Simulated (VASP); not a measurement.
Rb, in a box:

```
Rb
1.0
    10.50000    0.00000    0.00000
     0.00000   11.00000    0.00000
     0.00000    0.00000   11.50000
Rb
1
Cartesian
  5.2500 5.5500 5.7500
```

Program: VASP 6.6.1. Alike in all runs: task single point; spin collinear, ferromagnetic start; fixed moment (μB) 1; cell as given; k mesh 1 × 1 × 1; cutoff (eV) 400; smearing gaussian 0.01 eV. Hardware: 4 MPI ranks on Intel(R) Xeon(R) Platinum 8488C (Sapphire Rapids) (shared host).

Question: Order these runs on this cell by their wall time, lowest first.
A. level PBEsol; potentials or basis VASP PAW PBE potentials, release 64 (Rb_sv)
B. level LDA; potentials or basis VASP PAW LDA potentials, release 64 (Rb_sv)
C. level HSE06+D3(BJ); potentials or basis VASP PAW PBE potentials, release 64 (Rb_sv); grid for exact exchange (PRECFOCK) Fast; screening parameter 0.2 1/A
D. level optB86b-vdW; potentials or basis VASP PAW PBE potentials, release 64 (Rb_sv)

Answer: B (31 s), A (73 s), C (150 s), D (370 s).

Caveats: the total moment is fixed, so each spin has its own Fermi level.

Runs at the PBE level aren't shown here.
